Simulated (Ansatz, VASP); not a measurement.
**Sn (linear Sn chain): VASP beside Ansatz**

Wanted: the spread between two codes on one cell, functional and k mesh. The structure shown is the end of the Ansatz relaxation below.

Calculated with Ansatz 0.2.0; plane waves, with VASP 6.6.1 beside it; single point at PBE.

## (1) The structure

The cell holds 1 atom: 1 Sn. Cell: a = 7.500 Å, b = 7.500 Å, c = 2.787 Å, α = 90.0°, β = 90.0°, γ = 90.0°. Vacuum lies along a and b. The structure's axis is c.

## (2) Ansatz: relaxation, PBE

Ansatz runs on its default PAW (the set named soft_2) files.

This run makes the geometry at which the two programs are then compared.

Contents of input.yaml:

```yaml
crystal:
  lattice:
    - [7.5, 0.0, 0.0]
    - [0.0, 7.5, 0.0]
    - [0.0, 0.0, 2.5854]
  atoms:
    - { symbol: Sn, position: [0.5, 0.5, 0.0], spin: 0.5 }
magnetization:
  spin_polarized: true
kpoints:
  mp_grid: { grid: [1, 1, 31] }
scf:
  occupations: { method: fermi_dirac, width: 0.05 }
hamiltonian:
  xc: pbe
relax:
  cell: { fix: [a, b, alpha, beta, gamma] }
  max_steps: 60
```

Launch:

```console
ansatz run input.yaml --threads 4 --pin off --max-ram 8192MiB --backend cpu --events-out ev --progress --plain --runs-dir out
```

Numbers of over 12 decimals in the logs are rounded to 6 here.

The program printed:

```text
Engine: ansatz 0.2.0, aarch64-unknown-linux-gnu
Pseudopotentials: kind: paw
Pseudopotential: Sn, paw, valence charge 14, recommended cutoff 420 eV (normal), Sn.paw.azcp
Functional definition: PBE
  parameter kappa = 0.804
  parameter beta = 0.066725
  exchange = pbe_x(kappa = kappa, mu = beta*pi^2/3)
  correlation = pbe_c(beta = beta)
Crystal: 1 atoms, lattice volume = 145.429 Å³
Basis set: ecut = 420 eV, 2857 PW (Γ), exchange–correlation on 108×108×36 points (8 copies of the dense FFT grid, shifted against one another)
Bands: 12, of which v1, the nominal top of the filled ones, is band 7 counted from 1 (6 counted from 0)
Symmetry: 16 space group operations
Space group: P4/mmm (ITA 123), of the structure as read, at distance tolerance 5.3e-5 Å
Magnetic group: BNS 123.339 (UNI 999), of the structure as read, at distance tolerance 5.3e-5 Å
k-points: 16 of 31
Non-local potential: Sn, projectors of the file, l = 0: 2, l = 1: 2, l = 2: 2, l = 3: 2
PAW form: soft (Blöchl's): semilocal exchange-correlation on the pseudo side does not see the compensation charge
PAW one-centre angular grid: Sn, 590 points (default); XC on 64 Gauss nodes
Initial density: superposition of atomic densities (neutral atoms: chi_scale 0, normalization atom)
Starting moments: Σ|m| = 0.5 μB on 1 of 1 site
Initial wavefunctions: pseudopotential atomic-orbital guess
Functional: x = pbe(κ = 0.804, μ = 0.219515), c = pbe(β = 0.066725)
iter 1 solved again at ethr=1.22e-3 eV; its pass at ethr=3.10e-3 eV (dr2=1.71e-1 eV) is discarded
SCF iter   1: F=—  HF=-6022.777891 eV  |F-HF|=—  |Δ(HF+E_count)|=         —  Δρ=1.18e-2 (↑1.18e-2 ↓1.14e-2)  dr2=1.73e-1  dr2_m=1.57e-1  M=0.055 μB ∫|m|=0.055 μB  β_m=0.30  ethr=1.22e-3  ⟨swp⟩=1.0  Hψ=3439  notcnv=0
preconditioner: auto → none  [insulator: Δε(μ)=0.212 eV  Ē_g=8.920 eV  σ=0.050 eV  W_gap=0.52  n_scr=12 (ndim 8)  ℏωp=6.2 eV  f_vac=0.606  D(μ)=0.83/eV (n_scr^D=4)  ε∞_Penn≈1.5]
SCF iter   2: F=—  HF=-6022.749550 eV  |F-HF|=—  |Δ(HF+E_count)|=   2.83e-2  Δρ=8.21e-3 (↑8.21e-3 ↓7.99e-3)  dr2=6.13e-2  dr2_m=7.86e-2  M=0.046 μB ∫|m|=0.046 μB  β_m=0.30  ethr=1.22e-3  ⟨swp⟩=2.0  Hψ=494  notcnv=0
SCF iter   3: F=—  HF=-6022.735924 eV  |F-HF|=—  |Δ(HF+E_count)|=   1.36e-2  Δρ=5.55e-3 (↑5.35e-3 ↓5.55e-3)  dr2=1.01e-3  dr2_m=3.93e-2  M=0.038 μB ∫|m|=0.038 μB  β_m=0.30  ethr=4.38e-4  ⟨swp⟩=2.7  Hψ=659  notcnv=0
SCF iter   4: F=—  HF=-6022.739874 eV  |F-HF|=—  |Δ(HF+E_count)|=   3.95e-3  Δρ=3.93e-3 (↑3.76e-3 ↓3.93e-3)  dr2=1.52e-4  dr2_m=1.96e-2  M=0.032 μB ∫|m|=0.032 μB  β_m=0.30  ethr=7.23e-6  ⟨swp⟩=2.6  Hψ=673  notcnv=0
SCF iter   5: F=—  HF=-6022.741906 eV  |F-HF|=—  |Δ(HF+E_count)|=   2.03e-3  Δρ=2.76e-3 (↑2.68e-3 ↓2.76e-3)  dr2=1.02e-5  dr2_m=9.85e-3  M=0.026 μB ∫|m|=0.026 μB  β_m=0.30  ethr=1.09e-6  ⟨swp⟩=2.4  Hψ=603  notcnv=0
SCF iter   6: F=—  HF=-6022.742928 eV  |F-HF|=—  |Δ(HF+E_count)|=   1.02e-3  Δρ=1.92e-3 (↑1.92e-3 ↓1.92e-3)  dr2=3.32e-7  dr2_m=4.93e-3  M=0.022 μB ∫|m|=0.022 μB  β_m=0.30  ethr=7.31e-8  ⟨swp⟩=2.0  Hψ=543  notcnv=0
SCF iter   7: F=—  HF=-6022.743462 eV  |F-HF|=—  |Δ(HF+E_count)|=   5.35e-4  Δρ=1.36e-3 (↑1.36e-3 ↓1.36e-3)  dr2=6.52e-8  dr2_m=2.48e-3  M=0.018 μB ∫|m|=0.018 μB  β_m=0.30  ethr=2.37e-9  ⟨swp⟩=2.6  Hψ=660  notcnv=0
Mixer restart at iter 7: flushing history
spin-set hold released at iteration 7 (site moments contracting): the magnetisation degrees of freedom join the quasi-Newton model from the next iteration; the mixer history was flushed
SCF iter   8: F=—  HF=-6022.743747 eV  |F-HF|=—  |Δ(HF+E_count)|=   2.85e-4  Δρ=9.68e-4 (↑9.68e-4 ↓9.68e-4)  dr2=2.90e-8  dr2_m=1.25e-3  M=0.015 μB ∫|m|=0.015 μB  β_m=0.65  ethr=4.66e-10  ⟨swp⟩=2.9  Hψ=676  notcnv=0
SCF iter   9: F=—  HF=-6022.744094 eV  |F-HF|=—  |Δ(HF+E_count)|=   3.47e-4  Δρ=4.27e-5 (↑4.27e-5 ↓4.27e-5)  dr2=1.52e-9  dr2_m=2.43e-6  M=0.005 μB ∫|m|=0.005 μB  β_m=0.82  ethr=2.07e-10  ⟨swp⟩=3.5  Hψ=888  notcnv=0
SCF iter  10: F=—  HF=-6022.744107 eV  |F-HF|=—  |Δ(HF+E_count)|=   1.35e-5  Δρ=2.27e-5 (↑2.27e-5 ↓2.26e-5)  dr2=4.59e-10  dr2_m=6.86e-7  M=0.003 μB ∫|m|=0.003 μB  β_m=0.91  ethr=1.09e-11  ⟨swp⟩=5.2  Hψ=1238  notcnv=0
SCF iter  11: F=—  HF=-6022.744112 eV  |F-HF|=—  |Δ(HF+E_count)|=   4.37e-6  Δρ=1.67e-6 (↑1.56e-6 ↓1.67e-6)  dr2=3.86e-9  dr2_m=2.65e-9  M=0.000 μB ∫|m|=0.000 μB  β_m=0.94  ethr=3.28e-12  ⟨swp⟩=5.2  Hψ=1239  notcnv=0
SCF iter  12: F=—  HF=-6022.744112 eV  |F-HF|=—  |Δ(HF+E_count)|=   1.81e-8  Δρ=7.39e-7 (↑7.31e-7 ↓7.39e-7)  dr2=3.13e-9  dr2_m=6.01e-11  M=0.000 μB ∫|m|=0.000 μB  β_m=0.76  ethr=3.28e-12  ⟨swp⟩=4.0  Hψ=1014  notcnv=0
SCF iter  13: F=-6022.744112 eV  HF=-6022.744112 eV  |F-HF|=3.46e-11  |Δ(HF+E_count)|=   1.59e-9  Δρ=9.84e-8 (↑9.70e-8 ↓9.84e-8)  dr2=3.83e-13  dr2_m=1.26e-11  M=0.000 μB ∫|m|=0.000 μB  ethr=3.28e-12  ⟨swp⟩=3.0  Hψ=966  notcnv=0
[...]
SCF iter   9: F=-6022.835302 eV  HF=-6022.835302 eV  |F-HF|=4.55e-12  |Δ(HF+E_count)|=  8.73e-11  Δρ=2.93e-8 (↑2.93e-8 ↓1.86e-8)  dr2=4.23e-13  dr2_m=7.50e-13  M=0.000 μB ∫|m|=0.000 μB  ethr=1.00e-12  ⟨swp⟩=5.8  Hψ=1408  notcnv=0
the starting moments were not kept: the SCF closed with an absolute magnetisation of 3.3e-6 μB, where they sum to 0.5 μB in size (1 site). That is at most 0.1 of that sum. Measured as dr2_m measures the in/out step, that magnetisation stands 7.1e-13 eV from none, at or under the dr2_threshold of 1.0e-11 eV: it is no larger than a step whose dr2_m would equal this threshold.
SCF 5 converged in 9 iterations: F = -6022.835302 eV  dr2 = 4.23e-13
relax step   5: F+E_penalty+E_count = -6022.83530192 eV  Δ(F+E_penalty+E_count) = -4.753e-3 eV  max|allowed force component| = 0.000e0 eV/Å  Δτ_max = 0.0000 Å  P = +0.228 GPa  Ω = 155.962 Å³  energy of the carried Pulay correction = -6.728e-4 eV  fix = [a, b, alpha, beta, gamma]  reactions: a +0.243, b +0.243 GPa  (9 SCF iters, accepted)
[...]
relax step   6: F+E_penalty+E_count = -6022.83574090 eV  Δ(F+E_penalty+E_count) = -4.390e-4 eV  max|allowed force component| = 0.000e0 eV/Å  Δτ_max = 0.0000 Å  P = +0.156 GPa  Ω = 156.794 Å³  energy of the carried Pulay correction = -7.251e-4 eV  fix = [a, b, alpha, beta, gamma]  reactions: a +0.242, b +0.242 GPa  (7 SCF iters, dr2 threshold 9.83e-8 eV, accepted)
[...]
relax step   7: F+E_penalty+E_count = -6022.83625792 eV  Δ(F+E_penalty+E_count) = -5.170e-4 eV  max|allowed force component| = 0.000e0 eV/Å  Δτ_max = 0.0000 Å  P = +0.152 GPa  Ω = 156.794 Å³  fix = [a, b, alpha, beta, gamma]  reactions: a +0.240, b +0.240 GPa  stress off target by 2.45e-2 GPa on what of the cell is left free  SCF on the basis re-selected at this cell (its energy is not comparable with the rows above)  (5 SCF iters)
basis re-selected at this cell: Δ(F+E_penalty+E_count) = -5.170e-4 eV, ΔP = -0.004 GPa vs the last step (what re-selecting the basis moved, of the pressure what is left beyond the Pulay correction that the steps carried, after the strain that the cell walked since its last selection, with what the two solves' SCF thresholds leave and, on support functions, any second-order correction that the steps lacked; it is no measure of the basis error at this ecutwfc). The dense FFT grid was sized anew with the basis: this SCF ran on 54×54×20 points, the steps before it on 54×54×18, so part of this shift can come from that change (see relax.cell in the input reference). [rest of the remark cut]
SCF converged after 5 iterations
Magnetization: -0.0000 μB (7.0000 up, 7.0000 down)
Absolute magnetization: 0.0000 μB (∫|ρ↑−ρ↓|, with the PAW one-centre terms)
Spin contamination: 0.0000 ħ² per cell (⟨S²⟩ above its minimum at these occupations)
Per-site moments (μB) at R_I (Å): [(-5.889502728154174e-7, 1.149821)]
Free energy (F): -6022.836258 eV
Harris-Foulkes:  -6022.836258 eV  (|F-HF|=9.09e-12)
Internal energy: -6022.825862 eV  (E = F + TS)
E sigma→0 (E₀):  -6022.831060 eV
Entropy (-TS):   -0.010396 eV (-10.396 meV/atom)
Fermi energy:    -1.733841 eV
--- Per-component energies (eV) ---
  E_band       = -251.262216
  E_kinetic    = 185.120001
  E_local      = -2477.335024  (includes V_loc(G=0)·N_el)
  E_nonlocal   = -32.695258
  E_hartree    = 1260.196326
  E_xc         = -381.322214
  E_vxc        = -94.078564  (∫ρ·V_xc dr)
  E_paw        = -4134.637834  (= ΣΔE_a)
  E_vpaw       = -352.666033  (= ΣTr[D̂ρ^β])
  E_aug_tail   = -0.000000  (compensation charges beyond the density's cutoff)
  E_ewald      = -442.151859
  E_smearing   = -0.010396  (= −TS)
  E_closure    = 0.000000  (closes the sum)
  Σ components = -6022.836258   (vs F -6022.836258, Δ=0.00e0)
--- Forces (eV/Å), atoms counted from 1 ---
  atom   1  Sn    -0.00000000    -0.00000000    -0.00000000
  max |Σ_I F_I| component: 4.42e-29 eV/Å
--- Stress (GPa, compression-positive) ---
        0.240371      -0.000000      -0.000000
       -0.000000       0.240371      -0.000000
       -0.000000      -0.000000      -0.024524
  P = ⅓ Tr σ = 0.1521 GPa (1.521 kbar)
--- Relaxed structure (6 steps of the walk, 5 accepted, 1 SCFs on fresh bases) ---
  F+E_penalty+E_count = -6022.83625792 eV   max|allowed force component| = 0.000e0 eV/Å   (the final SCF, on the basis selected at the relaxed cell)
  cell:  # Å, volume = 156.7938 Å³
    - [7.5, 0.0, 0.0]
    - [0.0, 7.5, 0.0]
    - [0.0, 0.0, 2.787445]
  atoms:
    - { symbol: Sn, position: [0.5, 0.5, 0.0] }
```

Reading the cycles: dr2 is the Hartree energy of the density residual (eV), the measure of convergence; HF is the Harris–Foulkes estimate of the energy, which meets the free energy F at convergence.

## (3) VASP: single point, PBE

The same cell, functional, mesh and smearing now go to VASP, with its own data sets.

Lines of VASP's logs that name or quote its potential files are left out, and so is its time.

Contents of INCAR:

```
SYSTEM = Sn
PREC = Accurate
ENCUT = 500
EDIFF = 1E-06
NELM = 200
ISMEAR = -1
SIGMA = 0.05
LREAL = .FALSE.
ALGO = Normal
GGA = PE
NBANDS = 13
ISPIN = 2
MAGMOM = -0
LORBIT = 11
LWAVE = .FALSE.
LCHARG = .FALSE.
ISIF = 2
LASPH = .TRUE.
GGA_COMPAT = .FALSE.
```

Contents of POSCAR:

```
Sn
1.0
    7.5000000000      0.0000000000      0.0000000000
    0.0000000000      7.5000000000      0.0000000000
    0.0000000000      0.0000000000      2.7874445503
Sn
1
Direct
    0.5000000000      0.5000000000      0.0000000000
```

Contents of KPOINTS:

```
Automatic mesh
0
Gamma
1 1 31
0 0 0
```

Potentials, in the order of the species: Sn_d (PBE family, release 64).

Launch:

```console
mpirun -np 1 vasp_std
```

The program printed:

```text
[banner, memory and clock lines left out]
running    1 mpi-ranks, on    1 nodes
 distrk:  each k-point on    1 cores,    1 groups
 distr:  one band on    1 cores,    1 groups

 POSCAR found type information on POSCAR Sn
 POSCAR found :  1 types and       1 ions
 LDA part: xc-table for (Slater+PW92), standard interpolation
 POSCAR, INCAR and KPOINTS ok, starting setup
 FFT: planning ... GRIDC
 FFT: planning ... GRID_SOFT
 FFT: planning ... GRID
 WAVECAR not read
 entering main loop
       N       E                     dE             d eps       ncg     rms          rms(c)
DAV:   1     0.713951964922E+02    0.71395E+02   -0.66765E+03   888   0.866E+02
DAV:   2     0.242267437519E+01   -0.68973E+02   -0.65352E+02   895   0.200E+02
DAV:   3    -0.238340205612E+01   -0.48061E+01   -0.47696E+01  1002   0.671E+01
DAV:   4    -0.252659306313E+01   -0.14319E+00   -0.14315E+00   993   0.128E+01
DAV:   5    -0.253419556390E+01   -0.76025E-02   -0.76024E-02  1337   0.273E+00    0.142E+00
DAV:   6    -0.249407796842E+01    0.40118E-01   -0.19664E-02   912   0.107E+00    0.799E-01
DAV:   7    -0.247089880935E+01    0.23179E-01   -0.42980E-02   862   0.133E+00    0.983E-02
DAV:   8    -0.247057842465E+01    0.32038E-03   -0.34101E-03   948   0.375E-01    0.638E-02
DAV:   9    -0.247054653326E+01    0.31891E-04   -0.42323E-04   872   0.121E-01    0.338E-02
DAV:  10    -0.247066490807E+01   -0.11837E-03   -0.38551E-05  1023   0.421E-02    0.153E-02
DAV:  11    -0.247074766956E+01   -0.82761E-04   -0.35800E-05   842   0.375E-02    0.881E-03
DAV:  12    -0.247077389838E+01   -0.26229E-04   -0.13314E-05   872   0.189E-02    0.519E-03
DAV:  13    -0.247079916749E+01   -0.25269E-04   -0.24488E-06   832   0.106E-02    0.199E-03
DAV:  14    -0.247080578288E+01   -0.66154E-05   -0.64054E-07   836   0.567E-03    0.130E-03
DAV:  15    -0.247080618391E+01   -0.40103E-06   -0.84353E-08   596   0.294E-03
   1 F= -.24708062E+01 E0= -.24655654E+01  d E =-.104816E-01  mag=     0.0000
```

From OUTCAR (step 3):

```text
ion  position               nearest neighbor table
   1  0.500  0.500  0.000-

  LATTYP: Found a simple tetragonal cell.
 ALAT       =     7.5000000000
 C/A-ratio  =     0.3716592734

 Subroutine GETGRP returns: Found 16 space group operations
 (whereof 16 operations were pure point group operations)

The static configuration has the point symmetry D_4h.

 Found     16 irreducible k-points:

   k-points           NKPTS =     16   k-points in BZ     NKDIM =     16   number of bands    NBANDS=     13

   dimension x,y,z NGX =    56 NGY =   56 NGZ =   20
   dimension x,y,z NGXF=   112 NGYF=  112 NGZF=   40

   ENCUT  =  500.0 eV  36.75 Ry    6.06 a.u.  13.67 13.67  5.08*2*pi/ulx,y,z

   NELECT =      14.0000    total number of electrons

 k-points in reciprocal lattice and weights: Automatic mesh
   0.00000000  0.00000000  0.00000000       0.032
   0.00000000  0.00000000  0.03225806       0.065
   0.00000000  0.00000000  0.06451613       0.065
   0.00000000  0.00000000  0.09677419       0.065
   0.00000000  0.00000000  0.12903226       0.065
   0.00000000  0.00000000  0.16129032       0.065
   0.00000000  0.00000000  0.19354839       0.065
   0.00000000  0.00000000  0.22580645       0.065
   0.00000000  0.00000000  0.25806452       0.065
[...]
0.00000000  0.00000000  0.45161290       0.065
   0.00000000  0.00000000  0.48387097       0.065

 average (electrostatic) potential at core
       1-109.1032

 E-fermi :  -2.2147

 spin component 1
 k-point     1 :       0.0000    0.0000    0.0000
  band No.  band energies     occupation
    ...
      4     -23.3039      1.00000
      5     -23.3039      1.00000
      6     -10.4253      1.00000
      7      -2.9662      1.00000
      8      -2.9662      1.00000
      9       0.7903      0.00000
     10       2.1392      0.00000
     11       3.5327      0.00000
     12       4.0814      0.00000
     13       4.0814      0.00000

 k-point     2 :       0.0000    0.0000    0.0323
  band No.  band energies     occupation
    ...
      4     -23.3067      1.00000
      5     -23.3067      1.00000
      6     -10.4052      1.00000
      7      -2.9436      1.00000
      8      -2.9436      1.00000
      9       0.8099      0.00000
     10       2.1589      0.00000
     11       3.5520      0.00000
     12       4.1019      0.00000
     13       4.1019      0.00000

 k-point     3 :       0.0000    0.0000    0.0645
  band No.  band energies     occupation
    ...
      4     -23.3151      1.00000
      5     -23.3151      1.00000
      6     -10.3446      1.00000
      7      -2.8760      1.00000
      8      -2.8760      1.00000
      9       0.8687      0.00000
     10       2.2182      0.00000
     11       3.6098      0.00000
     12       4.1632      0.00000
     13       4.1632      0.00000

 k-point     4 :       0.0000    0.0000    0.0968
  band No.  band energies     occupation
    ...
      4     -23.3287      1.00000
      5     -23.3287      1.00000
      6     -10.2433      1.00000
      7      -2.7638      0.99998
      8      -2.7638      0.99998
      9       0.9666      0.00000
     10       2.3169      0.00000
     11       3.7062      0.00000
     12       4.2652      0.00000
     13       4.2652      0.00000

 k-point     5 :       0.0000    0.0000    0.1290
  band No.  band energies     occupation
    ...
      4     -23.3468      1.00000
      5     -23.3468      1.00000
      6     -10.1007      1.00000
      7      -2.6080      0.99962
      8      -2.6080      0.99962
      9       1.1033      0.00000
     10       2.4551      0.00000
     11       3.8411      0.00000
     12       4.4077      0.00000
     13       4.4077      0.00000

 k-point     6 :       0.0000    0.0000    0.1613
  band No.  band energies     occupation
    ...
      4     -23.3688      1.00000
      5     -23.3688      1.00000
      6      -9.9161      1.00000
      7      -2.4097      0.98016
      8      -2.4097      0.98016
      9       1.2782      0.00000
     10       2.6329      0.00000
     11       4.0146      0.00000
     12       4.5231      0.00000
     13       4.5901      0.00000

  Total        0.2251420      0.2251420     -0.0446282      0.0000000      0.0000000     -0.0000000
  in kB        2.3005853      2.3005853     -0.4560278      0.0000000      0.0000000     -0.0000000
  external PRESSURE =       1.3817143 kB  Pullay stress =       0.0000000 kB

  energy-cutoff  :      500.00
  volume of cell :      156.79
      direct lattice vectors                 reciprocal lattice vectors
     7.500000000  0.000000000  0.000000000     0.133333333  0.000000000  0.000000000
     0.000000000  7.500000000  0.000000000     0.000000000  0.133333333  0.000000000
     0.000000000  0.000000000  2.787444550     0.000000000  0.000000000  0.358751531

 POSITION                                       TOTAL-FORCE (eV/Angst)
 -----------------------------------------------------------------------------------
      3.75000      3.75000      0.00000         0.000000      0.000000      0.000000
 -----------------------------------------------------------------------------------
    total drift:                                0.000000      0.000000      0.000000

  FREE ENERGIE OF THE ION-ELECTRON SYSTEM (eV)
  ---------------------------------------------------
  free  energy   TOTEN  =        -2.4708061839 eV

  energy  without entropy=       -2.4603245702  energy(sigma->0) =       -2.46556538

 total charge
# of ion       s       p       d       tot
------------------------------------------
    1        1.292   0.941   9.939  12.172

 magnetization (x)
# of ion       s       p       d       tot
------------------------------------------
    1       -0.000   0.000  -0.000  -0.000

[... 4 further parts left out ...]
```

## (4) Side by side

Known differences besides the potentials themselves: the cutoff is 420 eV in Ansatz and 500 eV in VASP; Ansatz's pressure holds a Pulay correction, VASP's none. Total energies have different zeros and are not compared.

The two programs side by side:

```csv
quantity,Ansatz,VASP,difference
pressure (GPa),0.15,0.14,+0.01
```

## (5) Summary of results

| Quantity | Value |
| --- | --- |
| difference in pressure (single point, PBE) | 0.014 GPa |

In words: The difference in pressure is 0.014 GPa (single point, PBE), within the 1 GPa picked in this series as the mark of a large difference. Such differences can come from data sets, numerical settings and the points named under the comparisons, not from the functional's error against experiment.

[Lines on the potential files, build, host, timing and source positions are cut from VASP's logs without a mark.]

[Logs are printed without paths, hosts, clocks, repeated set-up lines and the standing remarks that a program may print on its own settings, such as how far it seeks lower states.]

[Hosts, paths, dates, database ids (printed as entryN), source tags and the programs' standing remarks are cut or masked in the printed files.]
